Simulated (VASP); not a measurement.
NaSiPd3:

```xyz
5
Lattice="4.2183 0.0000 0.0000 0.0000 4.2183 0.0000 0.0000 0.0000 4.2183" Properties=species:S:1:pos:R:3 pbc="T T T"
Na    0.0000    0.0000    0.0000
Pd    0.0000    2.1092    2.1092
Pd    2.1092    0.0000    2.1092
Pd    2.1092    2.1092    0.0000
Si    2.1092    2.1092    2.1092
```

The cell was built by a generator and needn't be a form met in nature.

Base run:

```yaml
Program: VASP 6.6.1
Functional: PBE
Potentials_or_basis: VASP PAW PBE potentials, release 64 (Na_pv, Pd, Si)
Cutoff: 520 eV
k_mesh: 6 × 6 × 6
Occupations: fermi-dirac, width 0.0351 eV
Spin: no spin polarisation
```

Its results: band gap on the k mesh none (metal or under the smearing width); pressure 37.2 GPa.

Question: The run is repeated on the same cell with these changes: k mesh from 6 × 6 × 6 to 4 × 4 × 4; further incar settings from ALGO = Normal; EDIFF = 1e-06; NBANDS = 28 to ALGO = Fast; EDIFF = 1e-06; NBANDS = 28. What comes out?

Answer: Band gap on the k mesh none (metal or under the smearing width); pressure 37.9 GPa.

Caveats: some runs use coarse meshes; a pressure of tens of GPa on the cell as given is suspect, and the run, the potentials or the cell itself is likely at fault.
